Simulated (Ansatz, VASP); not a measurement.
# TaRu in VASP and in Ansatz

INCAR

```
ALGO = Fast
EDIFF = 1E-6
EDIFFG = -0.005
ENCUT = 600
IBRION = 2
ISIF = 3
ISMEAR = 0
LASPH = True
LCHARG = False
LREAL = False
LWAVE = False
NELM = 100
NSW = 100
PREC = Accurate
SIGMA = 0.1
```

Contents of KPOINTS:

```
k-points
0
Gamma
  14 14 14
```

The input POSCAR:

```
TaRu
1.0
    3.1194155769      0.0000000000      0.0000000000
    0.0000000000      3.1194155769      0.0000000000
    0.0000000000      0.0000000000      3.1194155769
Ta Ru
1 1
Direct
    0.5000000000      0.5000000000      0.5000000000
    0.0000000000      0.0000000000      0.0000000000
```

Input for Ansatz:

```yaml
crystal:
  lattice:
    - [3.1194155769, 0.0, 0.0]
    - [0.0, 3.1194155769, 0.0]
    - [0.0, 0.0, 3.1194155769]
  atoms:
    - { symbol: Ta, position: [0.5, 0.5, 0.5] }
    - { symbol: Ru, position: [0.0, 0.0, 0.0] }
basis:
  ecutwfc: 420
kpoints:
  mp_grid: { grid: [14, 14, 14] }
hamiltonian:
  xc: lda
scf:
  occupations: { method: gaussian, width: 0.1 }
output:
  forces: true
  stress: true
  eigenvalues: true
  write_density: true
  write_potential: true
  elf: true
  volumetric_format: npy
relax:
  adjacent_minimum: "off"
  f_tol: 0.005
  max_steps: 80
  cell: { stress_tol: 0.05 }
```

Alike in both runs: task relaxation of cell and atoms; functional LDA; k mesh 14 × 14 × 14; occupations gaussian, width 0.1 eV; no spin polarisation.

```csv
,VASP,Ansatz
version,VASP 6.6.1,Ansatz 0.2.0
potentials or method,"VASP PAW LDA potentials, release 64 (Ta_pv, Ru_pv)","scalar-relativistic, plane waves, PAW"
plane-wave cutoff (eV),600,420
valence electrons in the cell,25,29
```

```csv
,VASP,Ansatz,Ansatz less VASP
"gap on the k mesh at the Fermi level, each at its own relaxed structure (eV)",none,none,-
relaxed volume (Å³/atom),15.21,15.16,-0.054
relaxed cell length with the largest relative difference (Å),3.122,3.118,-0.0037
```

A gap of «none» marks a metal or a gap that the smearing closes. The two sets of potentials don't hold the same shells in valence.

The runs have no spin-orbit coupling, so splittings on Ta are missing.
